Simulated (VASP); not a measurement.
Here is the system:

```xyz
17
Lattice="6.6176 0.0000 0.0000 3.3088 4.6793 0.0000 0.0000 0.0000 21.0562" Properties=species:S:1:pos:R:3 pbc="T T T"
Ta     6.6190     2.3433     7.1452
Ta     3.3073     2.3433     7.1452
Ta     4.9632     0.0013     7.1355
Ta     4.9632     4.6748     7.1506
Ta     0.0087     0.0019     9.3648
Ta     3.3001     0.0019     9.3648
Ta     8.2720     2.3485     9.3674
Ta     4.9632     2.3361     9.3677
Ta     6.6221     2.3383    11.7078
Ta     3.3042     2.3383    11.7078
Ta     8.2720     4.6781    11.6948
Ta     4.9632     4.6708    11.7237
Ta     3.3421     4.6680    13.9674
Ta     6.5843     4.6680    13.9674
Ta     8.2720     2.3564    13.9273
Ta     4.9632     2.2817    13.9151
H      1.6544     0.6480    15.0443
```

Level of theory: PBE GGA, VASP's PBE PAW potentials (set 64) (plane waves; VASP). Settings: PREC = Normal, 400 eV cut-off, 5×6×1 Γ-centred mesh, first-order Methfessel-Paxton smearing of 0.10 eV, potentials Ta H.

Unless said otherwise, spin-orbit coupling is left out, though it shifts the bands of the heavy elements here.

Estimate the energy per atom (σ→0), band gap (on the k-mesh) with the smallest direct gap where there is one.

* **band gap (on the k-mesh)**: none (metal, semimetal or under 0.01 eV)
* **energy per atom (σ→0)**: -10.888 eV/atom

The absolute energy has meaning only against runs of the same code, potentials and settings.

The cell is a thin slab with vacuum, built from Ta (bcc): (110) face, H adsorbed.
